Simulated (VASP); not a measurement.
These are PW91 GGA, VASP's PBE PAW potentials (set 64) (plane waves; VASP) values and carry that method's errors.

The input files of a VASP run:

### KPOINTS
```
Automatic mesh
0
Gamma
5 5 7
0 0 0
```

**INCAR**
```
SYSTEM=TiO2
PREC=Accurate; ENCUT=520; LREAL=F
LASPH=T
EDIFF=1E-6; NELM=100; ALGO=Normal
LMAXMIX=4
ISMEAR=0; SIGMA=0.05
GGA=91
IBRION=2; NSW=60; ISIF=3
EDIFFG=-0.02
LWAVE=F; LCHARG=F
```

### POSCAR
```
TiO2
1
    4.6356943937     0.0000000000     0.0000000000
    0.0000000000     4.6356943937     0.0000000000
    0.0000000000     0.0000000000     2.9714218459
Ti O
2 4
Direct
  1.0000000000   1.0000000000   1.0000000000
  0.5000000000   0.5000000000   0.5000000000
  0.3047536237   0.3047536237   0.0000000000
  0.8047536237   0.1952463763   0.5000000000
  0.1952463763   0.8047536237   0.5000000000
  0.6952463763   0.6952463763   1.0000000000
```

POTCAR, in this order: Ti_sv O (PBE.64 set). Program: vasp_std.

The run wrote:

OSZICAR:
```
       N       E                     dE             d eps       ncg     rms          rms(c)
DAV:   1     0.675436529914E+03    0.67544E+03   -0.25000E+04  1344   0.202E+03
DAV:   2     0.530865949297E+02   -0.62235E+03   -0.60164E+03  1432   0.579E+02
DAV:   3    -0.663806372112E+02   -0.11947E+03   -0.11608E+03  2104   0.217E+02
DAV:   4    -0.716693464450E+02   -0.52887E+01   -0.52837E+01  1764   0.494E+01
DAV:   5    -0.718972199185E+02   -0.22787E+00   -0.22783E+00  1948   0.863E+00    0.318E+01
DAV:   6    -0.546208957333E+02    0.17276E+02   -0.12362E+02  1608   0.104E+02    0.123E+01
DAV:   7    -0.541604107106E+02    0.46049E+00   -0.19600E+01  1692   0.350E+01    0.778E+00
DAV:   8    -0.541762205420E+02   -0.15810E-01   -0.53136E+00  1672   0.207E+01    0.460E+00
DAV:   9    -0.539494819687E+02    0.22674E+00   -0.20596E+00  1724   0.123E+01    0.114E+00
DAV:  10    -0.539609217330E+02   -0.11440E-01   -0.12442E-01  1688   0.266E+00    0.238E-01
DAV:  11    -0.539606091336E+02    0.31260E-03   -0.60444E-03  1784   0.573E-01    0.838E-02
DAV:  12    -0.539606389210E+02   -0.29787E-04   -0.53382E-04  1992   0.181E-01    0.747E-02
DAV:  13    -0.539605835183E+02    0.55403E-04   -0.32825E-04  1888   0.150E-01    0.913E-03
DAV:  14    -0.539605855218E+02   -0.20035E-05   -0.14278E-05  1800   0.283E-02    0.710E-03
DAV:  15    -0.539605853840E+02    0.13772E-06   -0.17334E-06  1076   0.135E-02
   1 F= -.53960585E+02 E0= -.53960585E+02  d E =-.539606E+02
       N       E                     dE             d eps       ncg     rms          rms(c)
DAV:   1    -0.539621635345E+02   -0.15780E-02   -0.82460E-02  1380   0.302E+00    0.280E-01
DAV:   2    -0.539613194394E+02    0.84410E-03   -0.60876E-03  1884   0.778E-01    0.158E-01
DAV:   3    -0.539609286125E+02    0.39083E-03   -0.18363E-03  1768   0.279E-01    0.686E-02
DAV:   4    -0.539608630811E+02    0.65531E-04   -0.46917E-04  2120   0.181E-01    0.376E-02
DAV:   5    -0.539608641971E+02   -0.11159E-05   -0.51509E-05  1724   0.659E-02    0.205E-02
DAV:   6    -0.539608672312E+02   -0.30342E-05   -0.14046E-05  2192   0.273E-02    0.701E-03
DAV:   7    -0.539608673582E+02   -0.12698E-06   -0.89588E-07   956   0.897E-03
   2 F= -.53960867E+02 E0= -.53960867E+02  d E =-.281974E-03
```

OUTCAR:
```
------------------------ aborting loop because EDIFF is reached ----------------------------------------
  FORCE on cell =-STRESS in cart. coord.  units (eV):
  Direction    XX          YY          ZZ          XY          YZ          ZX
  --------------------------------------------------------------------------------------
  Total        0.0021685      0.0021685     -0.0732291      0.0000000      0.0000000      0.0000000
  in kB        0.0543343      0.0543343     -1.8348289      0.0000000      0.0000000      0.0000000
  external PRESSURE =      -0.5753868 kB  Pullay stress =       0.0000000 kB
  volume of cell :       63.94
      direct lattice vectors                 reciprocal lattice vectors
     4.641157208  0.000000000  0.000000000     0.215463505  0.000000000  0.000000000
    -0.000000000  4.641157208  0.000000000    -0.000000000  0.215463505  0.000000000
     0.000000000  0.000000000  2.968561366     0.000000000  0.000000000  0.336863509
 POSITION                                       TOTAL-FORCE (eV/Angst)
 -----------------------------------------------------------------------------------
     -0.00000      4.64116      0.00000        -0.000000      0.000000     -0.000000
      2.32058      2.32058      1.48428        -0.000000      0.000000     -0.000000
      1.41482      1.41482      0.00000         0.005159      0.005159      0.000000
      3.73540      0.90576      1.48428         0.005159     -0.005159     -0.000000
      0.90576      3.73540      1.48428        -0.005159      0.005159     -0.000000
      3.22634      3.22634      2.96856        -0.005159     -0.005159     -0.000000
 -----------------------------------------------------------------------------------
    total drift:                                0.000000      0.000000      0.000000
  FREE ENERGIE OF THE ION-ELECTRON SYSTEM (eV)
  ---------------------------------------------------
  free  energy   TOTEN  =       -53.9608673582 eV

  energy  without entropy=      -53.9608673582  energy(sigma->0) =      -53.96086736

 reached required accuracy - stopping structural energy minimisation
```
(Selected blocks of OUTCAR.)

File CONTCAR:
```
TiO2
   1.00000000000000
     4.6411572082841888    0.0000000000000000    0.0000000000000000
    -0.0000000000000000    4.6411572082841888    0.0000000000000000
     0.0000000000000000    0.0000000000000000    2.9685613664405022
  Ti              O
     2     4
Direct
     0.0000000000000000    1.0000000000000000    0.0000000000000000
     0.5000000000000000    0.5000000000000000    0.5000000000000000
     0.3048417182987310    0.3048417182987310    0.0000000000000000
     0.8048417182987311    0.1951582817012689    0.5000000000000000
     0.1951582817012689    0.8048417182987311    0.5000000000000000
     0.6951582817012689    0.6951582817012689    1.0000000000000000
```

The compound is TiO2 in the rutile structure. This run relaxes it. Symmetry was kept, so distortions that lower it aren't found. The start is the result of an earlier pass.
